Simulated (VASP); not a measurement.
# LaSi2Ir2 (lda) (I4/mmm) in VASP: single point with LDA

Aim: the single point of LaSi2Ir2 (lda) with LDA.

Program: VASP 6.6.1. These are calculated values, not measurements. Logs are shortened: lines on timing, memory, paths and dates and some standing lists are left out, and cuts for length are marked.

## Step 1: The structure

The structure is tetragonal, space group I4/mmm (No. 139). Conventional cell: a = 4.094 Å, b = 4.094 Å, c = 10.248 Å, α = 90.00°, β = 90.00°, γ = 90.00°. La (site symmetry 4/mmm) is surrounded by 8 Si at 3.17 Å and 8 Ir at 3.28 Å. Si (site symmetry 4mm) is surrounded by 4 Ir at 2.40 Å and 1 Si at 2.60 Å. Ir (site symmetry -4m2) has 4 Si at 2.40 Å as nearest neighbours.

## Step 2: Single point, LDA

The input, INCAR:

```
ALGO     = Normal         # electronic algorithm
EDIFF    = 1E-6           # SCF threshold, eV
ENCUT    = 520            # plane-wave cutoff, eV
GGA      = CA             # functional
ISIF     = 2              # what is computed and relaxed
ISMEAR   = 0              # smearing method
LASPH    = True           # aspherical terms in the spheres
LCHARG   = False          # write CHGCAR
LREAL    = False          # projectors in reciprocal space
LWAVE    = False          # write WAVECAR
NBANDS   = 26             # bands
NELM     = 100            # most SCF steps
PREC     = Accurate       # precision mode
SIGMA    = 0.1            # smearing width, eV
```

The input, KPOINTS:

```
k-points
0
Gamma
  6 6 6
```

The input, POSCAR:

```
LaSi2Ir2
1.0
   -2.0470000000      2.0470000000      5.1240000000
    2.0470000000     -2.0470000000      5.1240000000
    2.0470000000      2.0470000000     -5.1240000000
La Si Ir
1 2 2
Direct
    0.0000000000      0.0000000000      0.0000000000
    0.3730000000      0.3730000000      0.0000000000
    0.6270000000      0.6270000000      0.0000000000
    0.7500000000      0.2500000000      0.5000000000
    0.2500000000      0.7500000000      0.5000000000
```

Potentials or basis: VASP PAW LDA potentials, release 64 (La, Si, Ir).

Launch:

```
cat potpaw_LDA.64/La/POTCAR potpaw_LDA.64/Si/POTCAR potpaw_LDA.64/Ir/POTCAR > POTCAR
mpirun -np 1 vasp_std > vasp.out
```

OUTCAR:

```text
EDIFF = 1E-6
   ENCUT = 520
   GGA = CA
   ISIF = 2
   ISMEAR = 0
   LASPH = True
   LREAL = False
   NELM = 100
   PREC = Accurate

 ion  position               nearest neighbor table
   1  0.000  0.000  0.000-   3 3.17   3 3.17   3 3.17   2 3.17   3 3.17   2 3.17   2 3.17   2 3.17
                             5 3.28   4 3.28   5 3.28   4 3.28   4 3.28   4 3.28   5 3.28   5 3.28
   2  0.373  0.373  0.000-   5 2.40   4 2.40   4 2.40   5 2.40   3 2.60   1 3.17   1 3.17   1 3.17
                             1 3.17
   3  0.627  0.627  0.000-   5 2.40   4 2.40   4 2.40   5 2.40   2 2.60   1 3.17   1 3.17   1 3.17
                             1 3.17
   4  0.750  0.250  0.500-   2 2.40   3 2.40   2 2.40   3 2.40   5 2.89   5 2.89   5 2.89   5 2.89
                             1 3.28   1 3.28   1 3.28   1 3.28
   5  0.250  0.750  0.500-   2 2.40   3 2.40   2 2.40   3 2.40   4 2.89   4 2.89   4 2.89   4 2.89
                             1 3.28   1 3.28   1 3.28   1 3.28

  LATTYP: Found a body centered tetragonal cell.
 ALAT       =     4.0940000000
 C/A-ratio  =     2.5031753786

  Lattice vectors:

 A1 = (  -2.0470000000,   2.0470000000,   5.1240000000)
 A2 = (   2.0470000000,  -2.0470000000,   5.1240000000)
 A3 = (   2.0470000000,   2.0470000000,  -5.1240000000)

Analysis of symmetry for initial positions (statically):
=====================================================================
 Subroutine PRICEL returns:
 Original cell was already a primitive cell.

 Routine SETGRP: Setting up the symmetry group for a
 body centered tetragonal supercell.

 Subroutine GETGRP returns: Found 16 space group operations
 (whereof 16 operations were pure point group operations)
 out of a pool of 16 trial point group operations.

The static configuration has the point symmetry D_4h.

Analysis of symmetry for dynamics (positions and initial velocities):
=====================================================================
 Subroutine PRICEL returns:
 Original cell was already a primitive cell.

 Routine SETGRP: Setting up the symmetry group for a
 body centered tetragonal supercell.

 Subroutine GETGRP returns: Found 16 space group operations
 (whereof 16 operations were pure point group operations)
 out of a pool of 16 trial point group operations.

The dynamic configuration has the point symmetry D_4h.

 Subroutine INISYM returns: Found 16 space group operations
 (whereof 16 operations are pure point group operations),
 and found     1 'primitive' translations

----------------------------------------------------------------------------------------

                                     Primitive cell

  volume of cell :      85.8825

  direct lattice vectors                    reciprocal lattice vectors
    -2.047000000  2.047000000  5.124000000     0.000000000  0.244259893  0.097580016
     2.047000000 -2.047000000  5.124000000     0.244259893  0.000000000  0.097580016
     2.047000000  2.047000000 -5.124000000     0.244259893  0.244259893  0.000000000

  length of vectors
     5.885218263  5.885218263  5.885218263     0.263029950  0.263029950  0.345435653

  position of ions in fractional coordinates (direct lattice)
     0.000000000  0.000000000  0.000000000
     0.373000000  0.373000000  0.000000000
     0.627000000  0.627000000  0.000000000
     0.750000000  0.250000000  0.500000000
     0.250000000  0.750000000  0.500000000

  ion indices of the primitive-cell ions
   primitive index   ion index
                 1           1
                 2           2
                 3           3
                 4           4
                 5           5

----------------------------------------------------------------------------------------

 KPOINTS: k-points

Automatic generation of k-mesh.
 Grid dimensions read from file:
 generate k-points for:    6    6    6

 Generating k-lattice:

  Cartesian coordinates                     Fractional coordinates (reciprocal lattice)
     0.000000000  0.040709982  0.016263336     0.166666667  0.000000000  0.000000000
     0.040709982  0.000000000  0.016263336     0.000000000  0.166666667  0.000000000
     0.040709982  0.040709982  0.000000000     0.000000000  0.000000000  0.166666667

  Length of vectors
     0.043838325  0.043838325  0.057572609

  Shift w.r.t. Gamma in fractional coordinates (k-lattice)
     0.000000000  0.000000000  0.000000000

 Subroutine IBZKPT returns following result:
 ===========================================

 Found     30 irreducible k-points:

 Following reciprocal coordinates:
            Coordinates               Weight
  0.000000  0.000000  0.000000      1.000000
  0.166667 -0.000000  0.000000      8.000000
  0.333333 -0.000000  0.000000      8.000000
  0.500000 -0.000000  0.000000      4.000000
  0.166667  0.166667  0.000000      8.000000
  0.333333  0.166667  0.000000     16.000000
[... 16 lines left out ...]
 -0.333333 -0.333333  0.166667      8.000000
 -0.166667 -0.333333  0.166667      8.000000
 [... further k-points ...]
   k-points           NKPTS =     30   k-points in BZ     NKDIM =     30   number of bands    NBANDS=     26
   number of dos      NEDOS =    301   number of ions     NIONS =      5
   total plane-waves  NPLWV = 110592
   dimension x,y,z NGX =    48 NGY =   48 NGZ =   48
   dimension x,y,z NGXF=    96 NGYF=   96 NGZF=   96
   ions per type =               1   2   2
   NGX,Y,Z   is equivalent  to a cutoff of  13.56, 13.56, 13.56 a.u.
   NGXF,Y,Z  is equivalent  to a cutoff of  27.12, 27.12, 27.12 a.u.
 SYSTEM =  unknown system
   PREC   = accura    normal or accurate (medium, high low for compatibility)
   ISTART =      0    job   : 0-new  1-cont  2-samecut
   ICHARG =      2    charge: 1-file 2-atom 10-const
   ISPIN  =      1    spin polarized calculation?
   LNONCOLLINEAR =      F non collinear calculations
   LSORBIT =      F    spin-orbit coupling
   LASPH  =      T    aspherical Exc in radial PAW
   ENCUT  =  520.0 eV  38.22 Ry    6.18 a.u.  10.94 10.94 10.94*2*pi/ulx,y,z
   NELM   =    100;   NELMIN=  2; NELMDL= -5     # of ELM steps
   EDIFF  = 0.1E-05   stopping-criterion for ELM
   LREAL  =      F    real-space projection
   EDIFFG = 0.1E-04   stopping-criterion for IOM
   NSW    =      0    number of steps for IOM
   IBRION =     -1    ionic relax: 0-MD 1-quasi-New 2-CG
   NFREE  =      0    steps in history (QN), initial steepest desc. (CG)
   ISIF   =      2    stress and relaxation
   ISYM   =      2    0-nonsym 1-usesym 2-fastsym
   POTIM  = 0.5000    time-step for ionic-motion
   TEBEG  =    0.0;   TEEND  =   0.0 temperature during run
   PSTRESS=    0.0 pullay stress
   NELECT =      37.0000    total number of electrons
   NUPDOWN=      -1.0000    fix difference up-down
   EMIN   =  10.00;   EMAX   =-10.00  energy-range for DOS
   EFERMI =   0.00;   METHOD = LEGACY
   ISMEAR =     0;   SIGMA  =   0.10  broadening in eV -4-tet -1-fermi 0-gaus
   EFERMI_NEDOS =   21; number of points for ismear=-14 and -15
   IALGO  =     38    algorithm
   IMIX   =      4    mixing-type and parameters
     AMIX     =   0.40;   BMIX     =  1.00
     AMIX_MAG =   1.60;   BMIX_MAG =  1.00
  volume/ion in A,a.u.               =      17.18       115.91
  Fermi-wavevector in a.u.,A,eV,Ry     =   1.236442  2.336537 20.800440  1.528789
  Thomas-Fermi vector in A             =   2.371050
   LORBIT       =      0    0 simple, 1 ext, 2 COOP (PROOUT), +10 PAW based schemes
   GGA     = CA    functional components
   LHFCALC =     F    Hartree Fock is set to
   AEXX    =    0.0000 exact exchange contribution
   IVDW    =     0    specifies the selected vdW correction
   LEPSILON=     F    determine dielectric tensor
   LRPA    =     F    only Hartree local field effects (RPA)
 non-spin polarized calculation
 Gauss-broadening in eV      SIGMA  =   0.10
  energy-cutoff  :      520.00
  volume of cell :       85.88
 maximum number of plane-waves:      2334
 NGX is ok and might be reduce to    48
   NGX = 21   NGY = 21   NGZ = 21

 number of electron      37.0000001 magnetization

 Free energy of the ion-electron system (eV)
  ---------------------------------------------------
  ext. energy  EPLUGINS =         0.00000000
  ---------------------------------------------------
  free energy    TOTEN  =       -43.56962517 eV

  energy without entropy =      -43.55750512  energy(sigma->0) =      -43.56356514

 E-fermi :  10.0148     XC(G=0): -12.0322

 val. band max:        9.9897537935   @ k =   0.5000   0.1667   0.0000
 cond. band min:      10.0235368446   @ k =  -0.3333   0.3333   0.3333
 fundamental gap:      0.0337830511
 Fermi energy:        10.0148032086

 k-point     1 :       0.0000    0.0000    0.0000
  band No.  band energies     occupation
      1     -22.0242      2.00000
      2      -6.0077      2.00000
      3      -5.8111      2.00000
      4      -5.8111      2.00000
      5      -1.4351      2.00000
      6       1.3443      2.00000
[... 18 lines left out ...]
     25      12.5440      0.00000
     26      12.7148      0.00000

 k-point     2 :       0.1667   -0.0000    0.0000
  band No.  band energies     occupation
      1     -22.0163      2.00000
      2      -6.0131      2.00000
      3      -5.9705      2.00000
      4      -5.7920      2.00000
      5      -1.0296      2.00000
      6       1.3660      2.00000
[... 18 lines left out ...]
     25      12.5891      0.00000
     26      12.7007      0.00000

 k-point     3 :       0.3333   -0.0000    0.0000
  band No.  band energies     occupation
      1     -22.0003      2.00000
      2      -6.2706      2.00000
      3      -5.9938      2.00000
      4      -5.7534      2.00000
      5      -0.0931      2.00000
      6       1.2974      2.00000
[... 572 lines left out ...]
 k-point    23 :      -0.3333   -0.3333    0.1667
  band No.  band energies     occupation
      1     -22.0066      2.00000
      2      -6.0985      2.00000
      3      -5.9531      2.00000
      4      -5.9085      2.00000
      5      -0.2188      2.00000
      6       0.8567      2.00000
[... 18 lines left out ...]
     25      12.5723      0.00000
     26      12.8096      0.00000

 k-point    24 :      -0.1667   -0.3333    0.1667
  band No.  band energies     occupation
      1     -22.0147      2.00000
      2      -6.0920      2.00000
      3      -5.9585      2.00000
      4      -5.7852      2.00000
      5      -0.6804      2.00000
      6       0.9712      2.00000
[... 18 lines left out ...]
     25      12.5280      0.00000
     26      12.7239      0.00000

 [... further k-points ...]
[... 5 lines left out ...]
  --------------------------------------------------------------------------------------
  -------------------------------------------------------------------------------------
  Total       -0.9613401     -0.9613401     -1.2010907      0.0000000      0.0000000      0.0000000
  in kB      -17.9342341    -17.9342341    -22.4068903      0.0000000      0.0000000      0.0000000
  external PRESSURE =     -19.4251195 kB  Pullay stress =       0.0000000 kB

 VOLUME and BASIS-vectors are now :
 -----------------------------------------------------------------------------
  energy-cutoff  :      520.00
  volume of cell :       85.88
      direct lattice vectors                 reciprocal lattice vectors
    -2.047000000  2.047000000  5.124000000     0.000000000  0.244259893  0.097580016
     2.047000000 -2.047000000  5.124000000     0.244259893  0.000000000  0.097580016
     2.047000000  2.047000000 -5.124000000     0.244259893  0.244259893  0.000000000

 POSITION                                       TOTAL-FORCE (eV/Angst)
 -----------------------------------------------------------------------------------
      0.00000      0.00000      0.00000         0.000000      0.000000     -0.000000
      0.00000      0.00000      3.82250        -0.000000     -0.000000     -0.017710
      0.00000      0.00000      6.42550         0.000000      0.000000      0.017710
      0.00000      2.04700      2.56200         0.000000      0.000000      0.000000
      2.04700      0.00000      2.56200         0.000000      0.000000      0.000000
 -----------------------------------------------------------------------------------
    total drift:                               -0.000000     -0.000000      0.000000

  FREE ENERGIE OF THE ION-ELECTRON SYSTEM (eV)
  ---------------------------------------------------
  free  energy   TOTEN  =       -43.5696251685 eV

  energy  without entropy=      -43.5575051200  energy(sigma->0) =      -43.56356514
```

It took 2.6 min on 1 thread of Intel Xeon Platinum 8488C (Sapphire Rapids), shared host; peak memory 0.31 GiB.

Results:

* Free energy: -43.5696 eV
* Pressure: -1.9 GPa
* Largest force: 0.018 eV/Å
* Band gap on the k mesh: none (metal or under the smearing width)

Forces in eV/Å, atoms in the order of the input:
```
La   0.000  0.000  0.000
Si   0.000  0.000 -0.018
Si   0.000  0.000  0.018
Ir   0.000  0.000  0.000
Ir   0.000  0.000  0.000
```

Levels at points of the mesh, in eV from the Fermi level:
```csv
k point,band 17,band 18,band 19,band 20,band 21,band 22
"(0.00, 0.00, 0.00)",-1.29,-1.27,-0.83,0.44,1.41,1.41
"(0.50, 0.00, 0.00)",-2.49,-1.61,-0.10,1.28,1.87,2.12
"(0.50, 0.50, 0.00)",-1.87,-1.87,-0.78,0.91,0.95,1.73
"(0.50, 0.50, 0.50)",-0.33,-0.33,0.43,1.56,1.95,2.17
```

Caveat: the k mesh is coarse (spacing up to 0.36 Å⁻¹), so the values aren't converged. The run has no spin-orbit coupling, so splittings on Ir, La are missing.
